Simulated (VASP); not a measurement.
An input for Quantum ESPRESSO's pw.x (written as the equivalent of a VASP run, and not itself run):

```
&CONTROL
  calculation = 'scf'
  pseudo_dir = './pseudo'
  outdir = './out'
  tprnfor = .true.
  tstress = .true.
/
&SYSTEM
  ibrav = 0
  nat = 12
  ntyp = 1
  ecutwfc = 78
  occupations = 'smearing'
  smearing = 'methfessel-paxton'
  degauss = 0.009996
  input_dft = 'pz'
/
&ELECTRONS
  conv_thr = 7.3e-08
  electron_maxstep = 100
/
ATOMIC_SPECIES
  Sc 44.956 Sc.upf
CELL_PARAMETERS angstrom
     3.3579280    0.0000000    0.0000000
     0.0000000   10.8041550    0.0000000
     0.0000000    0.0000000   11.6205920
ATOMIC_POSITIONS crystal
  Sc   0.5833330  0.0000000  0.2540750
  Sc   0.5833330  0.5000000  0.2540750
  Sc   0.0833330  0.2500000  0.3360500
  Sc   0.0833330  0.7500000  0.1721080
  Sc   0.0833330  0.0000000  0.5000000
  Sc   0.0833330  0.5000000  0.5000000
  Sc   0.5833330  0.2500000  0.5819760
  Sc   0.5833330  0.7500000  0.4180240
  Sc   0.5833330  0.0000000  0.7459160
  Sc   0.5833330  0.5000000  0.7459160
  Sc   0.0833330  0.2500000  0.8278920
  Sc   0.0833330  0.7500000  0.6639500
K_POINTS automatic
  8 3 1 0 0 0
```

### Question
Write the VASP files for the same calculation (LDA).

### Answer
Several could match; the one computed here: 
### POSCAR
```
Sc
3.3579280
  1.0000000000   0.0000000000   0.0000000000
  0.0000000000   3.2175064504   0.0000000000
  0.0000000000   0.0000000000   3.4606435874
Sc
12
direct
  0.5833330000   0.0000000000   0.2540750000
  0.5833330000   0.5000000000   0.2540750000
  0.0833330000   0.2500000000   0.3360500000
  0.0833330000   0.7500000000   0.1721080000
  0.0833330000   0.0000000000   0.5000000000
  0.0833330000   0.5000000000   0.5000000000
  0.5833330000   0.2500000000   0.5819760000
  0.5833330000   0.7500000000   0.4180240000
  0.5833330000   0.0000000000   0.7459160000
  0.5833330000   0.5000000000   0.7459160000
  0.0833330000   0.2500000000   0.8278920000
  0.0833330000   0.7500000000   0.6639500000
```

INCAR:
```
# general
SYSTEM  = Sc
PREC    = Accurate
ENCUT   = 300
LREAL   = .FALSE.
LASPH   = .TRUE.

# electronic loop
EDIFF   = 1E-6
NELM    = 100
ALGO    = Normal
LMAXMIX = 4

# smearing
ISMEAR  = 1
SIGMA   = 0.136

# ions
ISIF    = 2

# output
LWAVE   = .FALSE.
LCHARG  = .FALSE.
```

### KPOINTS
```
K-points
0
G
  8 3 1
```

POTCAR, in this order: Sc_sv (LDA.64 set). Program: vasp_std.

Limits of the translation: the potentials are each code's own (VASP's PAW set, PseudoDojo norm-conserving files in pw.x), so ENCUT and ecutwfc are chosen apart and not converted; conv_thr bounds pw.x's estimated SCF error, while EDIFF bounds the energy change between steps.

The cell is a sheet with vacuum, built from a generated structure.
